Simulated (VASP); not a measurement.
Here is the system:

```
CELL_PARAMETERS angstrom
      4.57236     0.00000     0.00000
     -2.28618     3.95978     0.00000
      0.00000     0.00000    12.45338
ATOMIC_POSITIONS crystal
  Sn 0.00000 0.00000 0.25000
  Sn 0.00000 0.00000 0.75000
  Sn 0.33333 0.66667 0.25000
  Sn 0.66667 0.33333 0.75000
```

These are PBE GGA, VASP's PBE PAW potentials (set 64) (plane waves; VASP) values and carry that method's errors. Numerical set-up: 400 eV cut-off, 6×6×2 Γ-centred mesh, first-order Methfessel-Paxton smearing of 0.10 eV, potentials Sn_d.

Problem. Give the stress tensor in GPa (positive for a compressed cell).

Solution. 
```
 5.18   0.00   0.00
 0.00   5.18   0.00
 0.00   0.00  -0.12
```
The pressure is its mean diagonal, 3.41 GPa.

The structure was generated: Sn was put into the graphite type (P6_3/mmc), which need not be its known phase. The cell was not relaxed at this level.
